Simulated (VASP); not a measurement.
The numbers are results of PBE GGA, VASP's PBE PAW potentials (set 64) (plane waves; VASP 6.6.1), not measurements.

VASP input:

### POSCAR
```
FePt
1
    2.7744000000     0.0000000000     0.0000000000
    0.0000000000     2.7744000000     0.0000000000
    0.0000000000     0.0000000000     3.7842000000
Fe Pt
1 1
Direct
  0.0000000000   0.0000000000   0.0000000000
  0.5000000000   0.5000000000   0.5000000000
```

File KPOINTS:
```
Automatic
0
G
12 12 9
```

### INCAR
```
PREC=Accurate
ISPIN=2   ! spin-polarised
AMIX=0.1
LWAVE=.FALSE.
ISMEAR=1   ! Methfessel-Paxton
LMAXMIX=6
BMIX=3.0
LREAL=.FALSE.
MAGMOM=3.0 0.0
NELM=100   ! most electronic steps
EDIFF=1E-6
LCHARG=.FALSE.
ALGO=Normal   ! blocked Davidson
LORBIT=10
LASPH=.TRUE.   ! aspherical one-centre terms
ISIF=2   ! forces and stress, cell fixed
SIGMA=0.1
GGA=PE
IMIX=4
SYSTEM=FePt
ENCUT=400   ! plane-wave cut-off (eV)
```

POTCAR, in this order: Fe Pt (PBE.64 set). Program: vasp_std.

The resulting files:

**OSZICAR**
```
       N       E                     dE             d eps       ncg     rms          rms(c)
DAV:   1     0.771308685012E+02    0.77131E+02   -0.74496E+03  8832   0.106E+03
DAV:   2    -0.135624154265E+02   -0.90693E+02   -0.80979E+02  8653   0.227E+02
DAV:   3    -0.162014291558E+02   -0.26390E+01   -0.25693E+01 10732   0.467E+01
DAV:   4    -0.162289274807E+02   -0.27498E-01   -0.27482E-01  9446   0.420E+00
DAV:   5    -0.162296999143E+02   -0.77243E-03   -0.77242E-03 11259   0.795E-01    0.157E+01
DAV:   6    -0.152339543965E+02    0.99575E+00   -0.14075E+00  9936   0.253E+01    0.111E+01
DAV:   7    -0.149076340555E+02    0.32632E+00   -0.31840E-01 10359   0.744E+00    0.903E+00
DAV:   8    -0.147372150485E+02    0.17042E+00   -0.12020E+00 10269   0.147E+01    0.574E+00
DAV:   9    -0.147569201504E+02   -0.19705E-01   -0.20395E-02 11786   0.174E+00    0.474E+00
DAV:  10    -0.147668810516E+02   -0.99609E-02   -0.10614E-01 11730   0.426E+00    0.169E+00
DAV:  11    -0.147713382167E+02   -0.44572E-02   -0.59049E-03 11260   0.113E+00    0.604E-01
DAV:  12    -0.147713333807E+02    0.48360E-05   -0.74997E-04 11506   0.428E-01    0.382E-01
DAV:  13    -0.147749794371E+02   -0.36461E-02   -0.28944E-03 10609   0.653E-01    0.147E-01
DAV:  14    -0.147757238762E+02   -0.74444E-03   -0.59413E-04 10784   0.250E-01    0.101E-01
DAV:  15    -0.147760618644E+02   -0.33799E-03   -0.39522E-04 10260   0.160E-01    0.620E-02
DAV:  16    -0.147761032959E+02   -0.41432E-04   -0.32160E-05 10052   0.668E-02    0.419E-02
DAV:  17    -0.147761382241E+02   -0.34928E-04   -0.33321E-05  9660   0.419E-02    0.218E-02
DAV:  18    -0.147761456824E+02   -0.74583E-05   -0.11078E-05  9625   0.323E-02    0.131E-02
DAV:  19    -0.147761467109E+02   -0.10285E-05   -0.11583E-06  7828   0.118E-02    0.747E-03
DAV:  20    -0.147761479139E+02   -0.12030E-05   -0.11251E-06  7351   0.144E-02    0.273E-03
DAV:  21    -0.147761480090E+02   -0.95071E-07   -0.23644E-07  4585   0.512E-03
   1 F= -.14776148E+02 E0= -.14775942E+02  d E =-.619012E-03  mag=     3.3693
```

OUTCAR:
```
------------------------ aborting loop because EDIFF is reached ----------------------------------------
  FORCE on cell =-STRESS in cart. coord.  units (eV):
  Direction    XX          YY          ZZ          XY          YZ          ZX
  --------------------------------------------------------------------------------------
  Total       -1.4109580     -1.4109580     -1.2377323      0.0000000      0.0000000      0.0000000
  in kB      -77.6090605    -77.6090605    -68.0808682      0.0000000      0.0000000      0.0000000
  external PRESSURE =     -74.4329964 kB  Pullay stress =       0.0000000 kB
  volume of cell :       29.13
      direct lattice vectors                 reciprocal lattice vectors
     2.774400000  0.000000000  0.000000000     0.360438293  0.000000000  0.000000000
     0.000000000  2.774400000  0.000000000     0.000000000  0.360438293  0.000000000
     0.000000000  0.000000000  3.784200000     0.000000000  0.000000000  0.264256646
 POSITION                                       TOTAL-FORCE (eV/Angst)
 -----------------------------------------------------------------------------------
      0.00000      0.00000      0.00000         0.000000      0.000000      0.000000
      1.38720      1.38720      1.89210         0.000000      0.000000      0.000000
 -----------------------------------------------------------------------------------
    total drift:                                0.000000     -0.000000     -0.000000
  FREE ENERGIE OF THE ION-ELECTRON SYSTEM (eV)
  ---------------------------------------------------
  free  energy   TOTEN  =       -14.7761480090 eV

  energy  without entropy=      -14.7755289965  energy(sigma->0) =      -14.77594167

 total charge

# of ion       s       p       d       tot
------------------------------------------
    1        0.392   0.411   6.076   6.879
    2        0.687   0.602   8.025   9.314
--------------------------------------------------
tot          1.080   1.013  14.100  16.193

 magnetization (x)

# of ion       s       p       d       tot
------------------------------------------
    1        0.007  -0.007   3.018   3.017
    2       -0.026  -0.064   0.428   0.339
--------------------------------------------------
tot         -0.019  -0.071   3.446   3.356
```
(Selected blocks of OUTCAR.)

The compound is FePt in the L1_0 structure. The cell was not relaxed at this level. The run is one of a series of settings (AMIX = 0.1, BMIX = 3.0, IMIX = 4 against the base run), some of them coarse on purpose.
